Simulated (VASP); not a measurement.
Input:

```
CELL_PARAMETERS angstrom
      0.00000     2.61043     2.61043
      2.61043     0.00000     2.61043
      2.61043     2.61043     0.00000
ATOMIC_POSITIONS crystal
  Nd 0.00000 0.00000 0.00000
```

Method: r2SCAN meta-GGA, VASP's PBE PAW potentials (set 64) (plane waves; VASP). Run with 400 eV cut-off, 14×14×14 Γ-centred mesh, tetrahedra with Blöchl corrections, potentials Nd_3.

The 4f electrons are frozen in the core of the lanthanide potential, so 4f levels, which can set the real gap, and their magnetism are missing.

Give the energies of bands 5 to 8 at the high-symmetry points, in eV from the Fermi level.

```json
[
 {"band": "5", "Γ": "-4.07", "X": "-2.08", "U": "-1.28", "L": "-1.96", "W": "-0.91"},
 {"band": "6", "Γ": "1.68", "X": "-1.34", "U": "-0.49", "L": "1.47", "W": "0.42"},
 {"band": "7", "Γ": "1.68", "X": "3.53", "U": "1.69", "L": "1.47", "W": "0.42"},
 {"band": "8", "Γ": "1.68", "X": "5.88", "U": "3.88", "L": "1.84", "W": "2.86"}
]
```

It has no gap at this level: it comes out as a metal or semimetal.

The structure was generated: Nd was put into the fcc type (Fm-3m), which need not be its known phase. It was relaxed first.
